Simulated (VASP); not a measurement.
An input for Ansatz (written as the equivalent of a VASP run, and not itself run):

Ansatz 0.2 input:
```yaml
crystal:
  lattice:
    - [3.4309350, -5.8412779, 0.0000000]
    - [1.6716134, 2.8953192, 0.0000000]
    - [0.0000000, 0.0000000, 5.4012380]
  atoms:
    - { symbol: In, position: [0.3429142, 0.3429132, 0.4976005] }
    - { symbol: In, position: [0.1570858, 0.6570868, 0.9976005] }
    - { symbol: N, position: [0.3579293, 0.3579283, 0.8938961] }
    - { symbol: N, position: [0.1420707, 0.6420717, 0.3938961] }
    - { symbol: N, position: [0.8103400, 0.3103390, 0.8642665] }
    - { symbol: N, position: [0.6896600, 0.6896610, 0.3642665] }
    - { symbol: Ga, position: [0.8291873, 0.3291863, 0.4982370] }
    - { symbol: Ga, position: [0.6708127, 0.6708137, 0.9982370] }
kpoints:
  mp_grid: { grid: [4, 7, 4] }
hamiltonian:
  xc: pbesol
  pseudopotentials: { kind: paw }
scf:
  occupations: { method: gaussian, width: 0.05 }
  max_iter: 100
relax:
  max_steps: 60
  f_tol: 0.02
  cell: {}
output: { forces: true, stress: true, eigenvalues: true }
```

Problem. Write the VASP files for the same calculation (PBEsol).

Solution. One answer among several that fit: 
### POSCAR
```
Ga2In2N4
1
    3.4309349996    -5.8412778648     0.0000000000
    1.6716133795     2.8953192459     0.0000000000
    0.0000000000     0.0000000000     5.4012379824
In N Ga
2 4 2
Direct
  0.3429142104   0.3429132104   0.4976004768
  0.1570857896   0.6570867896   0.9976004768
  0.3579293219   0.3579283219   0.8938960944
  0.1420706781   0.6420716781   0.3938960944
  0.8103400033   0.3103390033   0.8642664755
  0.6896599967   0.6896609967   0.3642664755
  0.8291873165   0.3291863165   0.4982369534
  0.6708126835   0.6708136835   0.9982369534
```

**INCAR**
```
ALGO = Normal
EDIFF = 1E-6
EDIFFG = -0.02
ENCUT = 520
GGA = PS
IBRION = 2
ISIF = 3
ISMEAR = 0
LASPH = .TRUE.
LCHARG = .FALSE.
LMAXMIX = 4
LREAL = .FALSE.
LWAVE = .FALSE.
NELM = 100
NSW = 60
PREC = Accurate
SIGMA = 0.05
SYSTEM = Ga2In2N4
```

File KPOINTS:
```
Regular mesh
0
gamma
4 7 4
```

POTCAR, in this order: In_d N Ga_d (PBE.64 set). Program: vasp_std.

What does not carry over: each code has its own PAW files, so the cut-off isn't converted (ENCUT is set for VASP's; basis.ecutwfc is left out, and Ansatz then takes the one that its files recommend); Ansatz stops its SCF on the density residual and VASP on the energy change (EDIFF).

The structure was generated: Ga2In2N4 was put into an ordered model structure (Pmn2_1), which need not be its known phase. This run relaxes it. Symmetry was kept, so distortions that lower it aren't found. The start is the result of an earlier pass.
